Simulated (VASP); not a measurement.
Given:

```
PbO2
1.0
    4.99368     0.00000     0.00000
    0.00000     4.99368     0.00000
    0.00000     0.00000     3.41684
Pb O
2 4
Direct
  0.00000   0.00000   0.00000
  0.50000   0.50000   0.50000
  0.30741   0.30741   0.00000
  0.80741   0.19259   0.50000
  0.19259   0.80741   0.50000
  0.69259   0.69259   0.00000
```

Method: rev-vdW-DF2, VASP's PBE PAW potentials (set 64) (plane waves; VASP). Run with 520 eV cut-off, 4×4×6 Γ-centred mesh, Gaussian smearing of 0.050 eV, potentials Pb_d O.

Energy and stress use the plane-wave basis of the starting cell.

Problem. The ions, cell shape and volume are relaxed. Which structure does the run end with?

Solution. 
```
PbO2
1.0
    5.02480     0.00000     0.00000
    0.00000     5.02480     0.00000
    0.00000     0.00000     3.45012
Pb O
2 4
Direct
  0.00000   0.00000   0.00000
  0.50000   0.50000   0.50000
  0.30738   0.30738   0.00000
  0.80738   0.19262   0.50000
  0.19262   0.80738   0.50000
  0.69262   0.69262   0.00000
```
Space group P4_2/mnm (136), at a tolerance of 0.03 Å.

Problem. How do energy and volume change from the first to the last step?

Solution. The energy (σ→0) changes by -3.4 meV/atom and the volume by +2.2 %, in 5 ionic steps.

The compound is PbO2 in the rutile structure. This run relaxes it. Symmetry was kept, so distortions that lower it aren't found.
